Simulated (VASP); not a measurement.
# P3W4 (Pm-3m) in VASP: density of states with r2SCAN+D4+U

Aim: the density of states of P3W4 with r2SCAN+D4+U.

All numbers are computed with VASP 6.6.1; they aren't measurements. Logs are shortened: lines on timing, memory, paths and dates and some standing lists are left out, and cuts for length are marked.

### 1 Starting point

The structure is cubic, space group Pm-3m (No. 221). Conventional cell: a = 4.829 Å, b = 4.829 Å, c = 4.829 Å, α = 90.00°, β = 90.00°, γ = 90.00°. P (site symmetry 4/mmm) is surrounded by 6 W at 2.41 Å. W (site symmetry m-3m) is surrounded by 6 P at 2.41 Å. W (site symmetry 4/mmm) has 4 P at 2.41 Å as nearest neighbours.

The cell was built by a generator and needn't be a form met in nature.

### 2 Density of states, r2SCAN+D4+U

File run.py:

```python
from ase.calculators.vasp import Vasp
from ase.dft.dos import DOS
from ase.io import read

atoms = read('POSCAR')
calc = Vasp(
    directory='calc',
    xc='r2scan',
    pp='PBE',
    setups={'base': 'minimal', 'W': '_sv'},
    pp_version='54',
    prec='Accurate',
    encut=520,
    ediff=0.0001,
    ismear=0,
    sigma=0.01,
    lreal=False,
    lasph=True,
    nelm=100,
    algo='Normal',
    isif=2,
    lwave=False,
    lcharg=False,
    lmaxmix=4,
    ldautype=2,
    ldauprint=1,
    lmixtau=True,
    ivdw=13,
    vdw_s6=1.0,
    vdw_s8=0.6018749,
    vdw_a1=0.51559235,
    vdw_a2=5.77342911,
    lorbit=10,
    ldau_luj={'W': {'L': 2, 'U': 3.5, 'J': 1.0}},
    kpts=[4, 4, 4],
    gamma=True,
    nbands=44,
)
atoms.calc = calc

print('energy (eV):', atoms.get_potential_energy())
print('free energy (eV):', atoms.get_potential_energy(force_consistent=True))
print('forces (eV/A):')
print(atoms.get_forces())
print('stress (eV/A^3, Voigt):', atoms.get_stress())
print('Fermi level (eV):', calc.get_fermi_level())
dos = DOS(calc, width=0.05, window=(-10, 10), npts=301)
print('E - E_F (eV), DOS (1/eV)')
for e, g in zip(dos.get_energies(), dos.get_dos()):
    print(f'{e:8.3f} {g:10.4f}')
```

File POSCAR:

```
P3W4
1.0
    4.8293300000      0.0000000000      0.0000000000
    0.0000000000      4.8293300000      0.0000000000
    0.0000000000      0.0000000000      4.8293300000
P W
3 4
Direct
    0.5000000000      0.5000000000      0.0000000000
    0.0000000000      0.5000000000      0.5000000000
    0.5000000000      0.0000000000      0.5000000000
    0.5000000000      0.5000000000      0.5000000000
    0.5000000000      0.0000000000      0.0000000000
    0.0000000000      0.5000000000      0.0000000000
    0.0000000000      0.0000000000      0.5000000000
```

Potentials or basis: VASP PAW PBE potentials, release 54 (P, W_sv).

Command:

```sh
python run.py
```

The program printed:

```text
energy (eV): -217.57648754999997
free energy (eV): -217.57743032
forces (eV/A):
[[0. 0. 0.]
 [0. 0. 0.]
 [0. 0. 0.]
 [0. 0. 0.]
 [0. 0. 0.]
 [0. 0. 0.]
 [0. 0. 0.]]
stress (eV/A^3, Voigt): [0.01227928 0.01227928 0.01227928 0.         0.         0.        ]
Fermi level (eV): 10.28794673
E - E_F (eV), DOS (1/eV)
 -10.000     0.0000
  -9.933     0.0000
  -9.867     0.0000
  -9.800     0.0000
  -9.733     0.0000
  -9.667     0.0053
[... 293 lines left out ...]
   9.933     0.0000
  10.000     0.0000
```

INCAR:

```text
ENCUT = 520.000000
SIGMA = 0.010000
VDW_S6 = 1.000000
VDW_S8 = 0.601875
VDW_A1 = 0.515592
VDW_A2 = 5.773429
EDIFF = 1.00e-04
ALGO = Normal
METAGGA = R2SCAN
PREC = Accurate
ISIF = 2
ISMEAR = 0
LDAUPRINT = 1
LDAUTYPE = 2
LMAXMIX = 4
LORBIT = 10
NBANDS = 44
NELM = 100
IVDW = 13
LASPH = .TRUE.
LCHARG = .FALSE.
LWAVE = .FALSE.
LMIXTAU = .TRUE.
LREAL = .FALSE.
LDAU = .TRUE.
LDAUL = -1 2
LDAUU = 0.000 3.500
LDAUJ = 0.000 1.000
```

It took 2.8 min on 1 thread of Intel Xeon Platinum 8559C (Emerald Rapids), shared host; peak memory 0.22 GiB.

These settings aren't checked as converged (typed here: EDIFF = 0.0001; k = 4 × 4 × 4): the numbers below hold their error.

Results:

```yaml
Free_energy: -217.5774 eV
Pressure: -2.0 GPa
Band_gap_on_the_k_mesh: none (metal or under the smearing width)
Valence_electrons_inside_the_program's_atomic_spheres: P 2.63; W 12.06, 11.85
Dispersion_energy_per_atom: -0.197 eV
```

Caveat: the PAW data sets were made with another functional, which shifts forces and pressure a little; U without spin polarisation on a metal has little footing; pairwise dispersion overbinds metals, which lowers pressure and volume; the U is typed as a test and isn't derived for this compound.

### 3 The reference run

An earlier run on the cell as given: functional PBE; potentials or basis VASP PAW PBE potentials, release 64 (P, W_sv); cutoff 520 eV; k mesh 6 × 6 × 6; occupations fermi-dirac, width 0.05 eV; no spin polarisation.

* Pressure: 0.1 GPa
* Band gap on the k mesh: none (metal or under the smearing width)
